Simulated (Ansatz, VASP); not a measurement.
# Cross-check of HfO2 between VASP and Ansatz, part 2 of 2

Wanted: the spread between two codes on one cell, functional and k mesh. The two relaxations start from unlike cells of this crystal (the structure described is Ansatz's start), so only their ends are compared.

VASP 6.6.1 and Ansatz 0.2.0.

So far: The starting structure; Ansatz: relaxation of cell and atoms, LDA, spin-orbit coupling.

**3. VASP: relaxation of cell and atoms, LDA, spin-orbit coupling**

Level of this step: LDA, spin-orbit coupling; plane waves and PAW (Hf_pv, O) (VASP).

Its own start cell and the same functional (in two slightly different forms), mesh and smearing now go to VASP, with its own data sets.

Lines of VASP's logs that name or quote its potential files are left out, and so is its time.

Contents of INCAR:

```
SYSTEM = HfO2
PREC = Accurate
ENCUT = 600
EDIFF = 1E-07
NELM = 200
ISMEAR = 0
SIGMA = 0.02
LREAL = .FALSE.
ALGO = Normal
GGA = PW92
LNONCOLLINEAR = .TRUE.
MAGMOM = 0 0 0 0 0 0 0 0 0
NBANDS = 34
GGA_COMPAT = .FALSE.
LASPH = .TRUE.
LSORBIT = .TRUE.
LMAXMIX = 4
LORBIT = 11
LWAVE = .FALSE.
LCHARG = .FALSE.
ISIF = 3
IBRION = 2
NSW = 80
EDIFFG = -0.005
NELMIN = 4
EFERMI = MIDGAP
```

Contents of POSCAR:

```
HfO2
1.0
    0.0000000000      2.4895585582      2.4895585582
    2.4895585582      0.0000000000      2.4895585582
    2.4895585582      2.4895585582      0.0000000000
Hf O
1 2
Direct
    0.0000000000      0.0000000000      0.0000000000
    0.2500000000      0.2500000000      0.2500000000
    0.7500000000      0.7500000000      0.7500000000
```

Contents of KPOINTS:

```
Automatic mesh
0
Gamma
6 6 6
0 0 0
```

PAW data sets: Hf_pv and O (LDA family, release 64).

On the command line:

```
$ mpirun -np 1 vasp_ncl
```

Numbers of over 12 decimals in the logs are rounded to 6 here.

Log:

```text
[banner, memory and clock lines left out]
running    1 mpi-ranks, on    1 nodes
 distrk:  each k-point on    1 cores,    1 groups
 distr:  one band on    1 cores,    1 groups

 POSCAR found type information on POSCAR HfO
 POSCAR found :  2 types and       3 ions
|                                                                             |
|               ----> ADVICE to this user running VASP <----                  |
|                                                                             |
|     You enforced a specific xc type in the INCAR file but a different       |
|     [... a line on the potential file left out ...]
|     I HOPE YOU KNOW WHAT YOU ARE DOING!                                     |
|                                                                             |

 LDA part: xc-table for (Slater(with rela. corr.)+PW92), standard interpolation
 POSCAR, INCAR and KPOINTS ok, starting setup
 FFT: planning ... GRIDC
 FFT: planning ... GRID_SOFT
 FFT: planning ... GRID
 WAVECAR not read
 entering main loop
       N       E                     dE             d eps       ncg     rms          rms(c)
DAV:   1     0.120500314257E+03    0.12050E+03   -0.13420E+04  1088   0.146E+03
DAV:   2    -0.324725222911E+02   -0.15297E+03   -0.14612E+03  1390   0.357E+02
DAV:   3    -0.392948394266E+02   -0.68223E+01   -0.67818E+01  1316   0.641E+01
DAV:   4    -0.393505595578E+02   -0.55720E-01   -0.55687E-01  1368   0.628E+00
DAV:   5    -0.393511335669E+02   -0.57401E-03   -0.57395E-03  1276   0.591E-01    0.617E+01
DAV:   6    -0.339300886143E+02    0.54210E+01   -0.16549E+01  1120   0.352E+01    0.500E+01
DAV:   7    -0.337954855541E+02    0.13460E+00   -0.83352E-01  1232   0.764E+00    0.325E+01
DAV:   8    -0.337445044122E+02    0.50981E-01   -0.16353E-01  1110   0.386E+00    0.117E+01
DAV:   9    -0.337384310138E+02    0.60734E-02   -0.13165E-02  1276   0.928E-01    0.226E+00
DAV:  10    -0.337354401586E+02    0.29909E-02   -0.72449E-03  1124   0.771E-01    0.130E+00
DAV:  11    -0.337354061847E+02    0.33974E-04   -0.53296E-04  1312   0.187E-01    0.167E-01
DAV:  12    -0.337354092160E+02   -0.30313E-05   -0.13014E-05  1340   0.299E-02    0.257E-02
DAV:  13    -0.337354100822E+02   -0.86624E-06   -0.46315E-06  1152   0.200E-02    0.487E-02
DAV:  14    -0.337354097666E+02    0.31565E-06   -0.12172E-06  1204   0.104E-02    0.546E-03
DAV:  15    -0.337354097953E+02   -0.28718E-07   -0.69724E-08   824   0.215E-03
   1 F= -.33735410E+02 E0= -.33735410E+02  d E =-.337354E+02  mag=     0.0000    -0.0000    -0.0000
 curvature:   0.00 expect dE= 0.000E+00 dE for cont linesearch  0.000E+00
 trial: gam= 0.00000 g(F)=  0.339E-46 g(S)=  0.141E-04 ort = 0.000E+00 (trialstep = 0.100E+01)
 search vector abs. value=  0.141E-04
 bond charge predicted
       N       E                     dE             d eps       ncg     rms          rms(c)
DAV:   1    -0.337354775014E+02   -0.67735E-04   -0.17479E-03  1120   0.375E-01    0.161E-01
DAV:   2    -0.337354170921E+02    0.60409E-04   -0.23666E-04  1136   0.121E-01    0.506E-02
DAV:   3    -0.337354069192E+02    0.10173E-04   -0.88162E-06  1124   0.322E-02    0.326E-02
DAV:   4    -0.337354045512E+02    0.23680E-05   -0.49853E-06  1168   0.179E-02    0.231E-02
DAV:   5    -0.337354042525E+02    0.29868E-06   -0.50806E-07  1306   0.588E-03    0.177E-02
DAV:   6    -0.337354042044E+02    0.48052E-07   -0.19834E-07  1172   0.275E-03
   2 F= -.33735404E+02 E0= -.33735404E+02  d E =0.559087E-05  mag=    -0.0000    -0.0000     0.0000
 trial-energy change:    0.000006  1 .order    0.000006   -0.000014    0.000025
 step:   0.3569(harm=  0.3569)  dis= 0.00000  next Energy=   -33.735412 (dE=-0.252E-05)
 bond charge predicted
       N       E                     dE             d eps       ncg     rms          rms(c)
DAV:   1    -0.337354417285E+02   -0.37476E-04   -0.71858E-04  1120   0.241E-01    0.103E-01
DAV:   2    -0.337354171695E+02    0.24559E-04   -0.98015E-05  1136   0.780E-02    0.323E-02
DAV:   3    -0.337354131147E+02    0.40549E-05   -0.36361E-06  1120   0.207E-02    0.207E-02
DAV:   4    -0.337354122288E+02    0.88591E-06   -0.20573E-06  1168   0.115E-02    0.148E-02
DAV:   5    -0.337354121425E+02    0.86228E-07   -0.20863E-07  1272   0.377E-03
   3 F= -.33735412E+02 E0= -.33735412E+02  d E =-.234723E-05  mag=     0.0000     0.0000     0.0000
 curvature:  -0.18 expect dE=-0.384E-08 dE for cont linesearch -0.384E-08
 trial: gam= 0.00000 g(F)=  0.327E-47 g(S)=  0.215E-07 ort =-0.552E-06 (trialstep = 0.871E+00)
 search vector abs. value=  0.216E-07
 reached required accuracy - stopping structural energy minimisation
```

OUTCAR, selected parts (step 3):

```text
ion  position               nearest neighbor table
   1  0.000  0.000  0.000-   3 2.16   3 2.16   3 2.16   2 2.16   2 2.16   2 2.16   3 2.16   2 2.16

  LATTYP: Found a face centered cubic cell.
 ALAT       =     4.9791171164

 Subroutine GETGRP returns: Found 48 space group operations
 (whereof 48 operations were pure point group operations)

The static configuration has the point symmetry O_h .

 Found     16 irreducible k-points:

   k-points           NKPTS =     16   k-points in BZ     NKDIM =     16   number of bands    NBANDS=     34

   dimension x,y,z NGX =    28 NGY =   28 NGZ =   28
   dimension x,y,z NGXF=    56 NGYF=   56 NGZF=   56

   ENCUT  =  600.0 eV  44.10 Ry    6.64 a.u.   7.03  7.03  7.03*2*pi/ulx,y,z

   NELECT =      22.0000    total number of electrons

 k-points in reciprocal lattice and weights: Automatic mesh
   0.00000000  0.00000000  0.00000000       0.005
   0.16666667  0.00000000  0.00000000       0.037
   0.33333333  0.00000000  0.00000000       0.037
   0.50000000  0.00000000  0.00000000       0.019
   0.16666667  0.16666667  0.00000000       0.028
   0.33333333  0.16666667  0.00000000       0.111
   0.50000000  0.16666667  0.00000000       0.111
  -0.33333333  0.16666667  0.00000000       0.111
  -0.16666667  0.16666667  0.00000000       0.056
[...]
-0.33333333  0.33333333  0.16666667       0.111
  -0.33333333  0.50000000  0.16666667       0.056

 average (electrostatic) potential at core
       1 -36.9751       2 -70.2330       3 -70.2330

 E-fermi :   6.3912

 k-point     1 :       0.0000    0.0000    0.0000
  band No.  band energies     occupation
    ...
     18       3.7889      1.00000
     19       3.9442      1.00000
     20       3.9442      1.00000
     21       3.9442      1.00000
     22       3.9442      1.00000
     23       8.3144      0.00000
     24       8.3144      0.00000
     25       8.3144      0.00000
     26       8.3144      0.00000
     27      10.6635      0.00000
    ...

 k-point     2 :       0.1667    0.0000    0.0000
  band No.  band energies     occupation
    ...
     18       3.1189      1.00000
     19       3.3487      1.00000
     20       3.3487      1.00000
     21       3.4421      1.00000
     22       3.4421      1.00000
     23       8.8028      0.00000
     24       8.8028      0.00000
     25       8.8723      0.00000
     26       8.8723      0.00000
     27      11.5716      0.00000
    ...

 k-point     3 :       0.3333    0.0000    0.0000
  band No.  band energies     occupation
    ...
     18       1.9311      1.00000
     19       2.6881      1.00000
     20       2.6881      1.00000
     21       2.8636      1.00000
     22       2.8636      1.00000
     23       9.1303      0.00000
     24       9.1303      0.00000
     25       9.3335      0.00000
     26       9.3335      0.00000
     27      11.6311      0.00000
    ...

  Total       -0.0006677     -0.0006677     -0.0006677      0.0000000     -0.0000000     -0.0000000
  in kB       -0.0346535     -0.0346535     -0.0346535      0.0000000     -0.0000000     -0.0000000
  external PRESSURE =      -0.0346535 kB  Pullay stress =       0.0000000 kB

  energy-cutoff  :      600.00
  volume of cell :       30.87
      direct lattice vectors                 reciprocal lattice vectors
    -0.000000000  2.489803268  2.489803268    -0.200819079  0.200819079  0.200819079
     2.489803268 -0.000000000  2.489803268     0.200819079 -0.200819079  0.200819079
     2.489803268  2.489803268  0.000000000     0.200819079  0.200819079 -0.200819079

 POSITION                                       TOTAL-FORCE (eV/Angst)
 -----------------------------------------------------------------------------------
      0.00000      0.00000      0.00000         0.000000     -0.000000      0.000000
      1.24490      1.24490      1.24490        -0.000000     -0.000000      0.000000
      3.73470      3.73470      3.73470         0.000000      0.000000     -0.000000
 -----------------------------------------------------------------------------------
    total drift:                                0.000000      0.000000      0.000000

  FREE ENERGIE OF THE ION-ELECTRON SYSTEM (eV)
  ---------------------------------------------------
  free  energy   TOTEN  =       -33.7354121425 eV

  energy  without entropy=      -33.7354121425  energy(sigma->0) =      -33.73541214

 reached required accuracy - stopping structural energy minimisation

 Spin-Orbit-Coupling matrix elements
 Ion:    1  E_soc:     -1.2755618
 Ion:    2  E_soc:     -0.0005419
 Ion:    3  E_soc:     -0.0005419

 total charge
# of ion       s       p       d       tot
------------------------------------------
    1        0.312   6.707   1.490   8.509
    2        1.550   3.564   0.000   5.114
    3        1.550   3.564   0.000   5.114
--------------------------------------------------
tot          3.411  13.836   1.490  18.737

 magnetization (x)
# of ion       s       p       d       tot
------------------------------------------
    1        0.000   0.000  -0.000  -0.000
    2        0.000   0.000   0.000   0.000
    3        0.000   0.000   0.000   0.000
--------------------------------------------------
tot          0.000   0.000  -0.000   0.000

 magnetization (y)
# of ion       s       p       d       tot
------------------------------------------
    1        0.000   0.000  -0.000  -0.000
    2        0.000   0.000   0.000   0.000
    3        0.000   0.000   0.000   0.000
--------------------------------------------------
tot          0.000   0.000  -0.000   0.000

 magnetization (z)
# of ion       s       p       d       tot
------------------------------------------
    1       -0.000  -0.000   0.000  -0.000
    2        0.000  -0.000   0.000  -0.000
    3        0.000  -0.000   0.000  -0.000
--------------------------------------------------
tot         -0.000  -0.000   0.000  -0.000

[... 3 further parts left out ...]
```

Harder data sets than Hf_pv exist (the GW ones), and pressures, volumes and forces can shift noticeably with them. The run keeps the 48 symmetry operations of its start, so it cannot find a distortion of lower symmetry.

**4. Comparison**

Known differences besides the potentials themselves: spin-orbit coupling enters by fully relativistic files in Ansatz and inside the spheres in VASP; the data sets hold 38 valence electrons in Ansatz (on its fully relativistic PAW (standard-fr) files) and 22 in VASP; the cutoff is 420 eV in Ansatz and 600 eV in VASP; VASP's log shows a relativistic correction to its local exchange, Ansatz's none; Ansatz adds a Pulay correction to the stress that steers its cell, VASP none. Total energies have different zeros and are not compared.

Both answers:

```tsv
quantity	Ansatz	VASP	difference
volume (Å³)	31.24	30.87	+1.21 %
edge a after relaxation, in the typed setting (Å)	3.535	3.521	+0.40 %
```

**5. Other set-ups**

Further runs change the set-up of one program: Ansatz's method, potentials or start, or VASP's data sets, cutoff or form of LDA. The table gives Ansatz less VASP for each quantity, since a change that brings one quantity closer may part another.

```tsv
run	volume (%)	edge a after relaxation, in the typed setting (%)
as above	1.2	0.40
VASP with the data sets Hf_sv and O	0.80	0.27
```

**6. Outcome**

```json
{
 "difference in volume (relaxation of cell and atoms, LDA, spin-orbit coupling)": "1.2 %"
}
```

The difference in volume is 1.2 % (relaxation of cell and atoms, LDA, spin-orbit coupling), at about the 1.2 % picked in this series as the mark of a large difference, as far as the stopping tolerances let one tell. The data sets hold unlike numbers of valence electrons (38 in Ansatz and 22 in VASP), so part of the differences comes from the potentials. Relaxation of cell and atoms, LDA, spin-orbit coupling, VASP with the data sets Hf_sv and O: the difference in volume goes from 1.2 to 0.80 %; the difference in edge a after relaxation, in the typed setting goes from 0.40 to 0.27 %. How closely two codes agree says nothing of how well the functional describes the real material.

[Lines on the potential files, build, host, timing and source positions are cut from VASP's logs without a mark.]

[Logs are printed without paths, hosts, clocks, repeated set-up lines and the standing remarks that a program may print on its own settings, such as how far it seeks lower states.]

[Hosts, paths, dates, database ids (printed as entryN), source tags and the programs' standing remarks are cut or masked in the printed files.]
